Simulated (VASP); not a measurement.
Write the native input for VASP 6.6.1 that does the following.

| Item | Value |
| --- | --- |
| Task | single point |
| Functional | PBE |
| Potentials or basis | VASP PAW PBE potentials, release 64 (B, Sb, Al) |
| Cutoff | 520 eV |
| k mesh | 6 × 6 × 4 |
| Occupations | fermi-dirac, width 0.02 eV |
| Spin | no spin polarisation |
| Dipole correction | no |
| Further INCAR settings | ALGO = Normal; EDIFF = 1e-06; NBANDS = 16 |

The structure of AlBSb2 lies in POSCAR:

```
AlBSb2
1.0
    3.8626498698      0.0000000000      0.0000000000
    0.0000000000      3.8626498698      0.0000000000
    0.0000000000      0.0000000000      5.6689709917
B Sb Al
1 2 1
Direct
    0.0000000000      0.0000000000      0.0000000000
    0.0000000000      0.5000000000      0.2133692718
    0.5000000000      0.0000000000      0.7866307282
    0.5000000000      0.5000000000      0.5000000000
```

The cell was built by a generator and needn't be a form met in nature.

The cell isn't the ideal one: hydrostatic strain -3.6%.

One way to write it, as run:

INCAR

```
SYSTEM = AlBSb2
ALGO     = Normal         ! electronic algorithm
EDIFF    = 1E-6           ! SCF threshold, eV
ENCUT    = 520            ! plane-wave cutoff, eV
GGA      = PE             ! functional
ISIF     = 2              ! what is computed and relaxed
ISMEAR   = -1             ! smearing method
LASPH    = .True.         ! aspherical terms in the spheres
LCHARG   = .False.        ! write CHGCAR
LREAL    = .False.        ! projectors in reciprocal space
LWAVE    = .False.        ! write WAVECAR
NBANDS   = 16             ! bands
NELM     = 100            ! most SCF steps
PREC     = Accurate       ! precision mode
SIGMA    = 0.02           ! smearing width, eV
```

KPOINTS

```
k-points
0
Gamma
  6 6 4
  0 0 0
```

Potentials or basis: VASP PAW PBE potentials, release 64 (B, Sb, Al).

The run is started by

```bash
$ cat potpaw_PBE.64/B/POTCAR potpaw_PBE.64/Sb/POTCAR potpaw_PBE.64/Al/POTCAR > POTCAR
$ mpirun -np 1 vasp_std > vasp.out
```

Results of the run:

| Property | Result |
| --- | --- |
| Pressure | 11.4 GPa |
| Largest force | 0.140 eV/Å |
| Band gap on the k mesh | none (metal or under the smearing width) |

It took 20 s on 1 thread of AMD EPYC 9R45 96-Core Processor (Zen 5), on a shared host, peak memory 0.18 GiB.
